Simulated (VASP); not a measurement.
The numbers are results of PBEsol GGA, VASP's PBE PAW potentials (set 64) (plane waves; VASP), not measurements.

VASP input:

POSCAR:
```
TiHg
1
    3.0090000000     0.0000000000     0.0000000000
    0.0000000000     3.0090000000     0.0000000000
    0.0000000000     0.0000000000     4.0410000000
Hg Ti
1 1
Direct
  0.0074850000  -0.0017860000   0.0036190000
  0.4925150000   0.5017860000   0.4963810000
```

### KPOINTS
```
Automatic mesh
0
Gamma
9 9 7
0 0 0
```

INCAR:
```
SYSTEM=TiHg
PREC=Accurate; ENCUT=300; LREAL=.FALSE.
LASPH=.TRUE.
EDIFF=1E-6; NELM=100; ALGO=Normal
LMAXMIX=6
ISMEAR=0; SIGMA=0.05
GGA=PS
ISIF=2
LWAVE=.FALSE.; LCHARG=.FALSE.
```

POTCAR, in this order: Hg Ti_sv (PBE.64 set). Program: vasp_std.

Output of the run:

**OSZICAR**
```
       N       E                     dE             d eps       ncg     rms          rms(c)
DAV:   1     0.169536239126E+03    0.16954E+03   -0.10022E+04  9296   0.120E+03
DAV:   2     0.122401873591E+01   -0.16831E+03   -0.16652E+03 10472   0.367E+02
DAV:   3    -0.102577283655E+02   -0.11482E+02   -0.11432E+02 15624   0.866E+01
DAV:   4    -0.105319249513E+02   -0.27420E+00   -0.27402E+00 10280   0.111E+01
DAV:   5    -0.105367129585E+02   -0.47880E-02   -0.47880E-02 11840   0.126E+00    0.107E+01
DAV:   6    -0.929335077574E+01    0.12434E+01   -0.71941E+00 10800   0.245E+01    0.392E+00
DAV:   7    -0.917721414860E+01    0.11614E+00   -0.99916E-01 10888   0.878E+00    0.405E+00
DAV:   8    -0.914794266206E+01    0.29271E-01   -0.16069E-01 10504   0.332E+00    0.169E+00
DAV:   9    -0.914357468497E+01    0.43680E-02   -0.15477E-02 10424   0.140E+00    0.212E-01
DAV:  10    -0.914322892537E+01    0.34576E-03   -0.25159E-03 10848   0.355E-01    0.593E-02
DAV:  11    -0.914323652475E+01   -0.75994E-05   -0.11205E-04 10792   0.108E-01    0.219E-02
DAV:  12    -0.914323910503E+01   -0.25803E-05   -0.79758E-06 10840   0.259E-02    0.545E-03
DAV:  13    -0.914323927530E+01   -0.17027E-06   -0.10288E-06  5440   0.847E-03
   1 F= -.91432393E+01 E0= -.91407741E+01  d E =-.493037E-02
```

### OUTCAR
```
------------------------ aborting loop because EDIFF is reached ----------------------------------------
  FORCE on cell =-STRESS in cart. coord.  units (eV):
  Direction    XX          YY          ZZ          XY          YZ          ZX
  --------------------------------------------------------------------------------------
  Total       -0.5771878     -0.5685929     -0.7438946     -0.0025418     -0.0055733      0.0233138
  in kB      -25.2751944    -24.8988207    -32.5753256     -0.1113048     -0.2440570      1.0209173
  external PRESSURE =     -27.5831136 kB  Pullay stress =       0.0000000 kB
  volume of cell :       36.59
      direct lattice vectors                 reciprocal lattice vectors
     3.009000000  0.000000000  0.000000000     0.332336324  0.000000000  0.000000000
     0.000000000  3.009000000  0.000000000     0.000000000  0.332336324  0.000000000
     0.000000000  0.000000000  4.041000000     0.000000000  0.000000000  0.247463499
 POSITION                                       TOTAL-FORCE (eV/Angst)
 -----------------------------------------------------------------------------------
      0.02252      3.00363      0.01462        -0.140104      0.033527     -0.134328
      1.48198      1.50987      2.00588         0.140104     -0.033527      0.134328
 -----------------------------------------------------------------------------------
    total drift:                                0.000575     -0.000243      0.000449
  FREE ENERGIE OF THE ION-ELECTRON SYSTEM (eV)
  ---------------------------------------------------
  free  energy   TOTEN  =        -9.1432392753 eV

  energy  without entropy=       -9.1383089101  energy(sigma->0) =       -9.14077409
```
(Selected blocks of OUTCAR.)

At this cut-off the stress carries a Pulay error, which pulls relaxed volumes low.

The structure comes from a measured TiHg entry of the Crystallography Open Database, whose conditions weren't checked. The cell was not relaxed at this level, atoms are displaced from their ideal sites.
